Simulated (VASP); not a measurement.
```yaml
crystal:
  lattice:
    - [0.00000, 2.94855, 2.94855]
    - [2.94855, 0.00000, 2.94855]
    - [2.94855, 2.94855, 0.00000]
  atoms:
    - { symbol: Sn, position: [0.00000, 0.00000, 0.00000] }
    - { symbol: Se, position: [0.50000, 0.50000, 0.50000] }
```

Method: LDA (Ceperley-Alder, Perdew-Zunger), VASP's LDA PAW potentials (set 64) (plane waves; VASP). Settings: 400 eV cut-off, 7×7×7 Γ-centred mesh, Gaussian smearing of 0.050 eV, potentials Sn_d Se.

**Question.** Estimate the energy per atom (σ→0).

**Answer.** 
The energy per atom (σ→0) comes out as -4.754 eV/atom.

Total energies compare only between runs with the same potentials, cut-off and functional.

The structure comes from a computed database's SnSe entry (Fm-3m); how it stands against other phases isn't given here. It was relaxed first, which changed the volume by -6 %. The start is the result of an earlier pass.
